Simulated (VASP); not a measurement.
# Nb2SiO2 (I4/mmm) in VASP: single point with r2SCAN

Aim: the single point of Nb2SiO2 with r2SCAN.

All numbers are computed with VASP 6.6.1; they aren't measurements. Logs are shortened: lines on timing, memory, paths and dates and some standing lists are left out, and cuts for length are marked.

### Step 1. The structure

It takes space group I4/mmm (No. 139, tetragonal). The conventional cell has a = 3.451 Å, b = 3.451 Å, c = 10.737 Å, α = 90.00°, β = 90.00°, γ = 90.00°. Nb (site symmetry 4mm) is surrounded by 4 O at 2.13 Å. Around Si (site symmetry 4/mmm) lie 8 Nb at 2.83 Å and 8 O at 3.19 Å. Around O (site symmetry -4m2) lie 4 Nb at 2.13 Å and 4 O at 2.44 Å.

The cell was built by a generator and needn't be a form met in nature.

### Step 2. Single point, r2SCAN

INCAR

```
  PREC = Accurate
  ENCUT = 520
  EDIFF = 1E-6
  ISMEAR = 0
  SIGMA = 0.1
  LREAL = F
  LASPH = T
  NELM = 150
  ALGO = Normal
  ISIF = 2
  LWAVE = F
  LCHARG = F
  METAGGA = R2SCAN
  LMIXTAU = T
  NBANDS = 29
  KPAR = 4
```

KPOINTS

```
Automatic mesh
0
Gamma
  12 12 12
```

POSCAR

```
Nb2SiO2
1.0
   -1.7254900000      1.7254900000      5.3683200000
    1.7254900000     -1.7254900000      5.3683200000
    1.7254900000      1.7254900000     -5.3683200000
Nb Si O
2 1 2
Direct
    0.3662700000      0.3662700000      0.0000000000
    0.6337300000      0.6337300000      0.0000000000
    0.0000000000      0.0000000000      0.0000000000
    0.7500000000      0.2500000000      0.5000000000
    0.2500000000      0.7500000000      0.5000000000
```

Potentials or basis: VASP PAW PBE potentials, release 64 (Nb_sv, Si, O).

The run is started by

```sh
cat potpaw_PBE.64/Nb_sv/POTCAR potpaw_PBE.64/Si/POTCAR potpaw_PBE.64/O/POTCAR > POTCAR
mpirun -np 4 vasp_std > vasp.out
```

OUTCAR:

```text
PREC = Accurate
   ENCUT = 520
   EDIFF = 1E-6
   ISMEAR = 0
   LREAL = F
   LASPH = T
   NELM = 150
   ISIF = 2
   METAGGA = R2SCAN

 ion  position               nearest neighbor table
   1  0.366  0.366  0.000-   5 2.13   4 2.13   4 2.13   5 2.13   3 2.83   3 2.83   3 2.83   3 2.83
                             2 2.87
   2  0.634  0.634  0.000-   5 2.13   4 2.13   4 2.13   5 2.13   3 2.83   3 2.83   3 2.83   3 2.83
                             1 2.87
   3  0.000  0.000  0.000-   2 2.83   2 2.83   2 2.83   1 2.83   2 2.83   1 2.83   1 2.83   1 2.83

   4  0.750  0.250  0.500-   1 2.13   2 2.13   1 2.13   2 2.13
   5  0.250  0.750  0.500-   1 2.13   2 2.13   1 2.13   2 2.13

  LATTYP: Found a body centered tetragonal cell.
 ALAT       =     3.4509800000
 C/A-ratio  =     3.1111858081

  Lattice vectors:

 A1 = (  -1.7254900000,   1.7254900000,   5.3683200000)
 A2 = (   1.7254900000,  -1.7254900000,   5.3683200000)
 A3 = (   1.7254900000,   1.7254900000,  -5.3683200000)

Analysis of symmetry for initial positions (statically):
=====================================================================
 Subroutine PRICEL returns:
 Original cell was already a primitive cell.

 Routine SETGRP: Setting up the symmetry group for a
 body centered tetragonal supercell.

 Subroutine GETGRP returns: Found 16 space group operations
 (whereof 16 operations were pure point group operations)
 out of a pool of 16 trial point group operations.

The static configuration has the point symmetry D_4h.

Analysis of symmetry for dynamics (positions and initial velocities):
=====================================================================
 Subroutine PRICEL returns:
 Original cell was already a primitive cell.

 Routine SETGRP: Setting up the symmetry group for a
 body centered tetragonal supercell.

 Subroutine GETGRP returns: Found 16 space group operations
 (whereof 16 operations were pure point group operations)
 out of a pool of 16 trial point group operations.

The dynamic configuration has the point symmetry D_4h.

 Subroutine INISYM returns: Found 16 space group operations
 (whereof 16 operations are pure point group operations),
 and found     1 'primitive' translations

----------------------------------------------------------------------------------------

                                     Primitive cell

  volume of cell :      63.9327

  direct lattice vectors                    reciprocal lattice vectors
    -1.725490000  1.725490000  5.368320000     0.000000000  0.289772760  0.093139008
     1.725490000 -1.725490000  5.368320000     0.289772760  0.000000000  0.093139008
     1.725490000  1.725490000 -5.368320000     0.289772760  0.289772760  0.000000000

  length of vectors
     5.896905214  5.896905214  5.896905214     0.304373336  0.304373336  0.409800567

  position of ions in fractional coordinates (direct lattice)
     0.366270000  0.366270000  0.000000000
     0.633730000  0.633730000  0.000000000
     0.000000000  0.000000000  0.000000000
     0.750000000  0.250000000  0.500000000
     0.250000000  0.750000000  0.500000000

  ion indices of the primitive-cell ions
   primitive index   ion index
                 1           1
                 2           2
                 3           3
                 4           4
                 5           5

----------------------------------------------------------------------------------------

 KPOINTS: Automatic mesh

Automatic generation of k-mesh.
 Grid dimensions read from file:
 generate k-points for:   12   12   12

 Generating k-lattice:

  Cartesian coordinates                     Fractional coordinates (reciprocal lattice)
     0.000000000  0.024147730  0.007761584     0.083333333  0.000000000  0.000000000
     0.024147730  0.000000000  0.007761584     0.000000000  0.083333333  0.000000000
     0.024147730  0.024147730  0.000000000     0.000000000  0.000000000  0.083333333

  Length of vectors
     0.025364445  0.025364445  0.034150047

  Shift w.r.t. Gamma in fractional coordinates (k-lattice)
     0.000000000  0.000000000  0.000000000

 Subroutine IBZKPT returns following result:
 ===========================================

 Found    163 irreducible k-points:

 Following reciprocal coordinates:
            Coordinates               Weight
  0.000000  0.000000  0.000000      1.000000
  0.083333 -0.000000  0.000000      8.000000
  0.166667  0.000000  0.000000      8.000000
  0.250000  0.000000  0.000000      8.000000
  0.333333 -0.000000  0.000000      8.000000
  0.416667  0.000000  0.000000      8.000000
[... 16 lines left out ...]
  0.500000  0.166667  0.000000     16.000000
 -0.416667  0.166667  0.000000     16.000000
 [... further k-points ...]
   k-points           NKPTS =    163   k-points in BZ     NKDIM =    163   number of bands    NBANDS=     29
   number of dos      NEDOS =    301   number of ions     NIONS =      5
   total plane-waves  NPLWV = 110592
   dimension x,y,z NGX =    48 NGY =   48 NGZ =   48
   dimension x,y,z NGXF=    96 NGYF=   96 NGZF=   96
   ions per type =               2   1   2
   NGX,Y,Z   is equivalent  to a cutoff of  13.53, 13.53, 13.53 a.u.
   NGXF,Y,Z  is equivalent  to a cutoff of  27.06, 27.06, 27.06 a.u.
 SYSTEM =  unknown system
   PREC   = accura    normal or accurate (medium, high low for compatibility)
   ISTART =      0    job   : 0-new  1-cont  2-samecut
   ICHARG =      2    charge: 1-file 2-atom 10-const
   ISPIN  =      1    spin polarized calculation?
   LNONCOLLINEAR =      F non collinear calculations
   LSORBIT =      F    spin-orbit coupling
   LASPH  =      T    aspherical Exc in radial PAW
   ENCUT  =  520.0 eV  38.22 Ry    6.18 a.u.  10.96 10.96 10.96*2*pi/ulx,y,z
   NELM   =    150;   NELMIN=  2; NELMDL= -5     # of ELM steps
   EDIFF  = 0.1E-05   stopping-criterion for ELM
   LREAL  =      F    real-space projection
   EDIFFG = 0.1E-04   stopping-criterion for IOM
   NSW    =      0    number of steps for IOM
   IBRION =     -1    ionic relax: 0-MD 1-quasi-New 2-CG
   NFREE  =      0    steps in history (QN), initial steepest desc. (CG)
   ISIF   =      2    stress and relaxation
   ISYM   =      2    0-nonsym 1-usesym 2-fastsym
   POTIM  = 0.5000    time-step for ionic-motion
   TEBEG  =    0.0;   TEEND  =   0.0 temperature during run
   PSTRESS=    0.0 pullay stress
   NELECT =      42.0000    total number of electrons
   NUPDOWN=      -1.0000    fix difference up-down
   EMIN   =  10.00;   EMAX   =-10.00  energy-range for DOS
   EFERMI =   0.00;   METHOD = LEGACY
   ISMEAR =     0;   SIGMA  =   0.10  broadening in eV -4-tet -1-fermi 0-gaus
   EFERMI_NEDOS =   21; number of points for ismear=-14 and -15
   IALGO  =     38    algorithm
   IMIX   =      4    mixing-type and parameters
     AMIX     =   0.40;   BMIX     =  1.00
     AMIX_MAG =   1.60;   BMIX_MAG =  1.00
  volume/ion in A,a.u.               =      12.79        86.29
  Fermi-wavevector in a.u.,A,eV,Ry     =   1.423148  2.689360 27.556576  2.025351
  Thomas-Fermi vector in A             =   2.543777
   LORBIT       =      0    0 simple, 1 ext, 2 COOP (PROOUT), +10 PAW based schemes
   METAGGA = R2SCAN    functional components
   LHFCALC =     F    Hartree Fock is set to
   AEXX    =    0.0000 exact exchange contribution
   IVDW    =     0    specifies the selected vdW correction
   LEPSILON=     F    determine dielectric tensor
   LRPA    =     F    only Hartree local field effects (RPA)
 non-spin polarized calculation
 Gauss-broadening in eV      SIGMA  =   0.10
  energy-cutoff  :      520.00
  volume of cell :       63.93
 maximum number of plane-waves:      1752
 NGX is ok and might be reduce to    48
   NGX = 21   NGY = 21   NGZ = 21

 number of electron      41.9999999 magnetization

 Free energy of the ion-electron system (eV)
  ---------------------------------------------------
  ext. energy  EPLUGINS =         0.00000000
  ---------------------------------------------------
  free energy    TOTEN  =       -78.56533210 eV

  energy without entropy =      -78.56145277  energy(sigma->0) =      -78.56339244

 E-fermi :  10.4206     XC(G=0): -12.9054

 val. band max:       10.4085415357   @ k =  -0.0833   0.4167   0.0833
 cond. band min:      10.4238852928   @ k =  -0.1667  -0.1667   0.0833
 fundamental gap:      0.0153437571
 Fermi energy:        10.4206257997

 k-point     1 :       0.0000    0.0000    0.0000
  band No.  band energies     occupation
      1     -47.4637      2.00000
      2     -47.3832      2.00000
      3     -23.0668      2.00000
      4     -22.7862      2.00000
      5     -22.7862      2.00000
      6     -22.7628      2.00000
[... 21 lines left out ...]
     28      14.5314      0.00000
     29      15.3895      0.00000

 k-point     2 :       0.0833   -0.0000    0.0000
  band No.  band energies     occupation
      1     -47.4620      2.00000
      2     -47.3831      2.00000
      3     -23.0616      2.00000
      4     -22.8053      2.00000
      5     -22.7865      2.00000
      6     -22.7727      2.00000
[... 21 lines left out ...]
     28      14.5854      0.00000
     29      14.8958      0.00000

 k-point     3 :       0.1667    0.0000    0.0000
  band No.  band energies     occupation
      1     -47.4574      2.00000
      2     -47.3829      2.00000
      3     -23.0512      2.00000
      4     -22.8562      2.00000
      5     -22.7960      2.00000
      6     -22.7866      2.00000
[... 21 lines left out ...]
     28      14.7073      0.00000
     29      14.7771      0.00000

 k-point     4 :       0.2500    0.0000    0.0000
  band No.  band energies     occupation
      1     -47.4508      2.00000
      2     -47.3828      2.00000
      3     -23.0498      2.00000
      4     -22.9250      2.00000
      5     -22.8121      2.00000
      6     -22.7858      2.00000
[... 597 lines left out ...]
     28      14.3850      0.00000
     29      15.1086      0.00000

 k-point    23 :       0.5000    0.1667    0.0000
  band No.  band energies     occupation
      1     -47.4333      2.00000
      2     -47.3805      2.00000
      3     -23.1005      2.00000
      4     -23.0561      2.00000
      5     -22.8313      2.00000
      6     -22.7847      2.00000
[... 21 lines left out ...]
     28      14.3951      0.00000
     29      15.2522      0.00000

 k-point    24 :      -0.4167    0.1667    0.0000
  band No.  band energies     occupation
      1     -47.4364      2.00000
      2     -47.3791      2.00000
      3     -23.1010      2.00000
      4     -23.0308      2.00000
      5     -22.8261      2.00000
      6     -22.8059      2.00000
[... 21 lines left out ...]
     28      14.5672      0.00000
     29      15.2357      0.00000

 [... further k-points ...]

------------------------ aborting loop because EDIFF is reached ----------------------------------------

  FORCE on cell =-STRESS in cart. coord.  units (eV):
  Direction    XX          YY          ZZ          XY          YZ          ZX
  --------------------------------------------------------------------------------------
  -------------------------------------------------------------------------------------
  Total       -0.8499571     -0.8499571     -1.2674983      0.0000000     -0.0000000     -0.0000000
  in kB      -21.3002308    -21.3002308    -31.7639641      0.0000000     -0.0000000     -0.0000000
  external PRESSURE =     -24.7881419 kB  Pullay stress =       0.0000000 kB

 VOLUME and BASIS-vectors are now :
 -----------------------------------------------------------------------------
  energy-cutoff  :      520.00
  volume of cell :       63.93
      direct lattice vectors                 reciprocal lattice vectors
    -1.725490000  1.725490000  5.368320000     0.000000000  0.289772760  0.093139008
     1.725490000 -1.725490000  5.368320000     0.289772760  0.000000000  0.093139008
     1.725490000  1.725490000 -5.368320000     0.289772760  0.289772760  0.000000000

 POSITION                                       TOTAL-FORCE (eV/Angst)
 -----------------------------------------------------------------------------------
      0.00000      0.00000      3.93251        -0.000000     -0.000000     -0.078438
      0.00000      0.00000      6.80413         0.000000      0.000000      0.078438
      0.00000      0.00000      0.00000         0.000000      0.000000      0.000000
     -0.00000      1.72549      2.68416         0.000000      0.000000      0.000000
      1.72549     -0.00000      2.68416         0.000000      0.000000      0.000000
 -----------------------------------------------------------------------------------
    total drift:                               -0.000000      0.000000     -0.000000

  FREE ENERGIE OF THE ION-ELECTRON SYSTEM (eV)
  ---------------------------------------------------
  free  energy   TOTEN  =       -78.5653321043 eV

  energy  without entropy=      -78.5614527671  energy(sigma->0) =      -78.56339244
```

It took 26 min on 4 MPI ranks of Intel Xeon Platinum 8259CL at 2.50GHz (Skylake/Cascade Lake), shared host; peak memory 0.55 GiB.

What came out:

* Free energy: -78.5653 eV
* Pressure: -2.5 GPa
* Largest force: 0.078 eV/Å
* Band gap on the k mesh: none (metal or under the smearing width)

Forces on the atoms (eV/Å):
```
Nb   0.000  0.000 -0.078
Nb   0.000  0.000  0.078
Si   0.000  0.000  0.000
O    0.000  0.000  0.000
O    0.000  0.000  0.000
```

Levels at points of the mesh, in eV from the Fermi level:
```tsv
k point	band 19	band 20	band 21	band 22	band 23	band 24
(0.00, 0.00, 0.00)	-0.33	-0.04	-0.04	0.24	0.66	1.25
(0.50, 0.00, 0.00)	-1.48	-1.22	-0.22	-0.08	1.15	1.96
(0.50, 0.50, 0.00)	-3.68	-2.19	-0.81	1.37	1.46	2.60
(0.50, 0.50, 0.50)	-0.85	-0.75	-0.41	-0.41	0.65	0.77
```

Caveat: the PAW data sets were made with another functional, which shifts forces and pressure a little.
